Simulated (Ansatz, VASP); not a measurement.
# Ba (Ba(110)): VASP beside Ansatz, part 2 of 2

Wanted: the spread between two codes on one cell, functional and k mesh.

VASP 6.6.1 and Ansatz 0.2.0.

So far: The starting structure; Ansatz: single point, PBE; VASP: single point, PBE; Differences.

### 5. VASP: single point, LDA

Level of this step: LDA; plane waves and PAW (Ba_sv) (VASP).

With cell and atoms fixed, the geometry can't cause a difference; cores, projectors, grids and the points listed under the comparison can. The cell compared in this pair holds 700.27 Å³, against 807.18 Å³ for the pair before.

Contents of INCAR:

```
SYSTEM = Ba
PREC = Normal
ENCUT = 350
EDIFF = 1E-06
NELM = 120
ISMEAR = 1
SIGMA = 0.1
LREAL = .FALSE.
ALGO = Normal
GGA = CA
NBANDS = 43
LORBIT = 11
LWAVE = .FALSE.
LCHARG = .FALSE.
KPAR = 4
IDIPOL = 3
LDIPOL = .TRUE.
DIPOL = 0.5 0.5 0.5
LVHAR = .TRUE.
LVACPOTAV = .TRUE.
```

Contents of POSCAR:

```
Ba
1.0
    3.5496760416     -2.5100000000      0.0000000000
    3.5496760416      2.5100000000      0.0000000000
    0.0000000000      0.0000000000     39.2980562493
Ba
7
Direct
    0.0000000000      0.0000000000      0.2290189607
    0.5000000000      0.5000000000      0.3193459738
    0.0000000000      0.0000000000      0.4096729869
    0.5000000000      0.5000000000      0.5000000000
    0.0000000000      0.0000000000      0.5903270131
    0.5000000000      0.5000000000      0.6806540262
    0.0000000000      0.0000000000      0.7709810393
```

Contents of KPOINTS:

```
Automatic mesh
0
Gamma
6 6 1
0 0 0
```

The projector-augmented-wave data sets are Ba_sv (PBE family, release 64).

Run with:

```
$ mpirun -np 4 vasp_std
```

Numbers of over 12 decimals in the logs are rounded to 6 here.

Output:

```text
[banner, memory and clock lines left out]
running    4 mpi-ranks, on    1 nodes
[...]
|                                                                             |
|               ----> ADVICE to this user running VASP <----                  |
|                                                                             |
|     You enforced a specific xc type in the INCAR file but a different       |
|     [... a line on the potential file left out ...]
|     I HOPE YOU KNOW WHAT YOU ARE DOING!                                     |
|                                                                             |

 LDA part: xc-table for (Slater(with rela. corr.)+CA(PZ))
 , standard interpolation
 POSCAR, INCAR and KPOINTS ok, starting setup
[...]
entering main loop
       N       E                     dE             d eps       ncg     rms          rms(c)
DAV:   1     0.580715549086E+03    0.58072E+03   -0.22522E+04  1270   0.923E+02
DAV:   2     0.508053432509E+02   -0.52991E+03   -0.52484E+03  1529   0.242E+02
DAV:   3    -0.120261317474E+02   -0.62831E+02   -0.62165E+02  1521   0.849E+01
DAV:   4    -0.159457323344E+02   -0.39196E+01   -0.38831E+01  1796   0.185E+01
[...]
DAV:  24    -0.149710241728E+02   -0.40176E-05   -0.31027E-07   851   0.923E-04    0.217E-04
DAV:  25    -0.149710257244E+02   -0.15517E-05   -0.96765E-08   827   0.453E-04    0.717E-05
DAV:  26    -0.149710260690E+02   -0.34452E-06   -0.32551E-08   851   0.252E-04
 [... a notice as in an earlier step ...]

   1 F= -.14971026E+02 E0= -.14970240E+02  d E =-.235910E-02
```

From OUTCAR (step 5):

```text
  Total       -3.3599211     -3.7019642     -3.2579904      0.0000000      0.0000000      0.0000000
  in kB       -7.6873413     -8.4699197     -7.4541286      0.0000000      0.0000000      0.0000000
  external PRESSURE =      -7.8704632 kB  Pullay stress =       0.0000000 kB

 POSITION                                       TOTAL-FORCE (eV/Angst)
 -----------------------------------------------------------------------------------
      0.00000      0.00000      9.00000        -0.000000     -0.000000      0.200443
      3.54968      0.00000     12.54968         0.000000     -0.000000     -0.075050
      0.00000      0.00000     16.09935         0.000000     -0.000000      0.006873
      3.54968      0.00000     19.64903         0.000000      0.000000      0.000000
      0.00000      0.00000     23.19870         0.000000     -0.000000     -0.006873
      3.54968      0.00000     26.74838        -0.000000     -0.000000      0.075050
      0.00000      0.00000     30.29806        -0.000000     -0.000000     -0.200443
 -----------------------------------------------------------------------------------
    total drift:                                0.000000      0.000000     -0.000000

  FREE ENERGIE OF THE ION-ELECTRON SYSTEM (eV)
  ---------------------------------------------------
  free  energy   TOTEN  =       -14.9710260690 eV

  energy  without entropy=      -14.9686669661  energy(sigma->0) =      -14.97023970

[... 1 part as in an earlier step ...]

[... 2 further parts left out ...]
[key lines of the parts left out:]
E-fermi :   0.0100
```

### 6. Ansatz: single point, LDA

The same cell, functional (in two slightly different forms), mesh and smearing now go to Ansatz, which takes its cutoff from its data sets.

Contents of input.yaml:

```yaml
crystal:
  lattice:
    - [3.5496760416, -2.51, 0.0]
    - [3.5496760416, 2.51, 0.0]
    - [0.0, 0.0, 39.2980562493]
  atoms:
    - { symbol: Ba, position: [0.0, 0.0, 0.2290189607] }
    - { symbol: Ba, position: [0.5, 0.5, 0.3193459738] }
    - { symbol: Ba, position: [0.0, 0.0, 0.4096729869] }
    - { symbol: Ba, position: [0.5, 0.5, 0.5] }
    - { symbol: Ba, position: [0.0, 0.0, 0.5903270131] }
    - { symbol: Ba, position: [0.5, 0.5, 0.6806540262] }
    - { symbol: Ba, position: [0.0, 0.0, 0.7709810393] }
hamiltonian:
  xc: lda
  pseudopotentials: { kind: paw }
kpoints:
  mp_grid: { grid: [6, 6, 1] }
scf:
  occupations: { method: methfessel_paxton, width: 0.1 }
  n_extra_bands: 5
efield:
  axis: 3
  dipole_correction: true
  ramp_width: 0.04
output:
  forces: true
  eigenvalues: true
  write_density: true
  write_potential: true
  elf: true
  volumetric_format: npy
```

Run with:

```
$ ansatz run input.yaml --threads 4 --pin off --max-ram 9216MiB --backend cpu --events-out ev --progress --plain --runs-dir out
```

Output:

```text
[...]
Crystal: 7 atoms, lattice volume = 700.267 Å³
Basis set: ecut = 420 eV, 13737 PW (Γ)
Bands: 40, of which v1, the nominal top of the filled ones, is band 35 counted from 1 (34 counted from 0)
Symmetry: 4 space group operations
k-points: 13 of 36
[...]
k-point 0: bands = [... 31 lower, 0.8017, 1.2002, 1.5186, 1.6897, 3.0880, 3.0888, 3.3019, 3.3493, ... 1 higher]
  k-point 1: bands = [... 31 lower, 1.1283, 1.5259, 1.8660, 2.0587, 3.1135, 3.1294, 3.2777, 3.3099, ... 1 higher]
  k-point 2: bands = [... 31 lower, 1.6819, 1.9562, 2.2573, 2.5409, 3.0905, 3.0936, 3.1780, 3.2394, ... 1 higher]
  k-point 12: bands = [... 31 lower, 2.1686, 2.1955, 2.2438, 2.3040, 2.3679, 2.3729, 2.5417, 2.8553, ... 1 higher]
[key lines of the parts left out:]
SCF converged after 8 iterations
Free energy (F): -40455.915269 eV
Fermi energy:    2.645272 eV
Dipole field:    D = -0.000003 V/Å  (p = -0.000012 e·Å, saw-weighted, corrected)
Work function:   Φ+ = 2.5872 eV   Φ− = 2.5870 eV
```

The job ended after 18 s (4 threads of Arm Neoverse V2, shared host; peak memory 1 GiB; 67 s of CPU time).

### 7. Side by side

What differs besides the data sets and the points named for the pairs above, as far as they apply: the two LDA forms differ slightly; Ansatz makes its cores anew for this functional, VASP keeps those of its PBE data sets; VASP's log shows a relativistic correction to its local exchange, Ansatz's none. Total energies have different zeros and are not compared.

The two programs side by side:

```
                                   quantity  Ansatz  VASP  difference
 work function, lower of the two faces (eV)    2.59  2.59        0.00
work function, higher of the two faces (eV)    2.59  2.59        0.00
```

Forces (eV/Å; atoms numbered as in POSCAR):

| atom | Ansatz x, y, z | VASP x, y, z |
| --- | --- | --- |
| Ba1 | 0.000, 0.000, 0.204 | 0.000, 0.000, 0.200 |
| Ba2 | 0.000, 0.000, -0.074 | 0.000, 0.000, -0.075 |
| Ba3 | 0.000, 0.000, 0.006 | 0.000, 0.000, 0.007 |
| Ba4 | 0.000, 0.000, 0.000 | 0.000, 0.000, 0.000 |
| Ba5 | 0.000, 0.000, -0.006 | 0.000, 0.000, -0.007 |
| Ba6 | 0.000, 0.000, 0.074 | 0.000, 0.000, 0.075 |
| Ba7 | 0.000, 0.000, -0.204 | 0.000, 0.000, -0.200 |

The forces differ by 1.2 meV/Å r.m.s., which is 1.8 % of the r.m.s. force of 0.07 eV/Å (both taken over all components). VASP's log warns that it found no field-free region in the vacuum, so its work functions are uncertain.

### 8. VASP: single point, RPBE

A single point gives forces, pressure and levels at one fixed geometry, so differences don't come from the geometry; what else differs is listed under the comparison.

Edit INCAR of step 5 so:

```diff
@@ -9,3 +9,3 @@
 ALGO = Normal
-GGA = CA
+GGA = RP
 NBANDS = 43
```

POSCAR is that of step 5.

KPOINTS is that of step 5.

Run with:

```
$ mpirun -np 4 vasp_std
```

Output:

```text
[banner, memory and clock lines left out]
running    4 mpi-ranks, on    1 nodes
[...]
[... a notice as in an earlier step ...]

 LDA part: xc-table for (Slater+PW92), standard interpolation
 POSCAR, INCAR and KPOINTS ok, starting setup
[...]
entering main loop
       N       E                     dE             d eps       ncg     rms          rms(c)
DAV:   1     0.588412168833E+03    0.58841E+03   -0.22501E+04  1270   0.923E+02
DAV:   2     0.541666673410E+02   -0.53425E+03   -0.52908E+03  1540   0.242E+02
DAV:   3    -0.833158568904E+01   -0.62498E+02   -0.61852E+02  1518   0.849E+01
DAV:   4    -0.120119607199E+02   -0.36804E+01   -0.36505E+01  1796   0.182E+01
[...]
DAV:  24    -0.111195181709E+02   -0.30941E-05   -0.14611E-07   848   0.519E-04    0.178E-04
DAV:  25    -0.111195196073E+02   -0.14364E-05   -0.12306E-07   819   0.506E-04    0.654E-05
DAV:  26    -0.111195197271E+02   -0.11973E-06   -0.24366E-08   805   0.239E-04
 [... a notice as in an earlier step ...]

   1 F= -.11119520E+02 E0= -.11118366E+02  d E =-.346057E-02
```

OUTCAR, selected parts (step 8):

```text
  Total        2.2028348      1.7843680      1.5030829      0.0000000      0.0000000      0.0000000
  in kB        5.0399822      4.0825499      3.4389829      0.0000000      0.0000000      0.0000000
  external PRESSURE =       4.1871717 kB  Pullay stress =       0.0000000 kB

 POSITION                                       TOTAL-FORCE (eV/Angst)
 -----------------------------------------------------------------------------------
      0.00000      0.00000      9.00000         0.000000     -0.000000     -0.020880
      3.54968      0.00000     12.54968         0.000000     -0.000000     -0.080532
      0.00000      0.00000     16.09935        -0.000000     -0.000000      0.009402
      3.54968      0.00000     19.64903        -0.000000      0.000000      0.000000
      0.00000      0.00000     23.19870        -0.000000     -0.000000     -0.009402
      3.54968      0.00000     26.74838         0.000000     -0.000000      0.080532
      0.00000      0.00000     30.29806        -0.000000     -0.000000      0.020880
 -----------------------------------------------------------------------------------
    total drift:                                0.000000      0.000000     -0.000000

  FREE ENERGIE OF THE ION-ELECTRON SYSTEM (eV)
  ---------------------------------------------------
  free  energy   TOTEN  =       -11.1195197271 eV

  energy  without entropy=      -11.1160591611  energy(sigma->0) =      -11.11836621

[... 2 parts as in an earlier step ...]

[... 1 further part left out ...]
[key lines of the parts left out:]
E-fermi :   0.3218
```

### 9. Ansatz: single point, RPBE

The same cell, functional, mesh and smearing now go to Ansatz, which takes its cutoff from its data sets.

Edit input.yaml of step 6 so:

```diff
@@ -14,3 +14,3 @@
 hamiltonian:
-  xc: lda
+  xc: rpbe
   pseudopotentials: { kind: paw }
@@ -28,5 +28 @@
   eigenvalues: true
-  write_density: true
-  write_potential: true
-  elf: true
-  volumetric_format: npy
```

Run with:

```
$ ansatz run input.yaml --threads 4 --pin off --max-ram 9216MiB --backend cpu --events-out ev --progress --plain --runs-dir out
```

Output:

```text
[...]
Crystal: 7 atoms, lattice volume = 700.267 Å³
Basis set: ecut = 420 eV, 13737 PW (Γ), exchange–correlation on 60×60×540 points (8 copies of the dense FFT grid, shifted against one another)
Bands: 40, of which v1, the nominal top of the filled ones, is band 35 counted from 1 (34 counted from 0)
Symmetry: 4 space group operations
k-points: 13 of 36
[...]
k-point 0: bands = [... 31 lower, 1.1434, 1.5420, 1.8642, 2.0422, 3.3932, 3.3947, 3.6959, 3.7456, ... 1 higher]
  k-point 1: bands = [... 31 lower, 1.4665, 1.8626, 2.2047, 2.4047, 3.4269, 3.4403, 3.6339, 3.6595, ... 1 higher]
  k-point 2: bands = [... 31 lower, 2.0305, 2.3072, 2.6106, 2.9022, 3.3889, 3.4208, 3.5076, 3.5340, ... 1 higher]
  k-point 12: bands = [... 31 lower, 2.4610, 2.5152, 2.5414, 2.5976, 2.6718, 2.6726, 2.8321, 3.1389, ... 1 higher]
[key lines of the parts left out:]
SCF converged after 8 iterations
Free energy (F): -41713.733118 eV
Fermi energy:    2.958352 eV
Dipole field:    D = -0.000001 V/Å  (p = -0.000004 e·Å, saw-weighted, corrected)
Work function:   Φ+ = 2.3194 eV   Φ− = 2.3194 eV
```

The job ended after 12 s (4 threads; peak memory 1 GiB; 45 s of CPU time).

### 10. Side by side

Both answers:

| quantity | Ansatz | VASP | difference |
| --- | --- | --- | --- |
| work function, lower of the two faces (eV) | 2.32 | 2.32 | 0.00 |
| work function, higher of the two faces (eV) | 2.32 | 2.32 | 0.00 |

Forces (eV/Å; atoms numbered as in POSCAR):

```csv
atom,"Ansatz x, y, z","VASP x, y, z"
Ba1,"0.000, 0.000, -0.015","0.000, 0.000, -0.021"
Ba2,"0.000, 0.000, -0.080","0.000, 0.000, -0.081"
Ba3,"0.000, 0.000, 0.009","0.000, 0.000, 0.009"
Ba4,"0.000, 0.000, 0.000","0.000, 0.000, 0.000"
Ba5,"0.000, 0.000, -0.009","0.000, 0.000, -0.009"
Ba6,"0.000, 0.000, 0.080","0.000, 0.000, 0.081"
Ba7,"0.000, 0.000, 0.015","0.000, 0.000, 0.021"
```

The forces differ by 1.7 meV/Å r.m.s., which is 6.6 % of the r.m.s. force of 0.03 eV/Å (both taken over all components). VASP's log warns that it found no field-free region in the vacuum, so its work functions are uncertain.

### 11. Outcome

```json
{
 "difference in work function, lower of the two faces (single point, PBE)": "-0.0021 eV",
 "r.m.s. force difference (single point, LDA)": "1.2 meV/Å",
 "difference in work function, lower of the two faces (single point, RPBE)": "-0.0019 eV"
}
```

The r.m.s. force difference is 1.2 meV/Å (single point, LDA), within the 12 meV/Å picked in this series as the mark of a large difference. 1 further run of this series is not shown here. How closely two codes agree says nothing of how well the functional describes the real material.

[Lines on the potential files, build, host, timing and source positions are cut from VASP's logs without a mark.]

[Logs are printed without paths, hosts, clocks, repeated set-up lines and the standing remarks that a program may print on its own settings, such as how far it seeks lower states.]

[Hosts, paths, dates, database ids (printed as entryN), source tags and the programs' standing remarks are cut or masked in the printed files.]
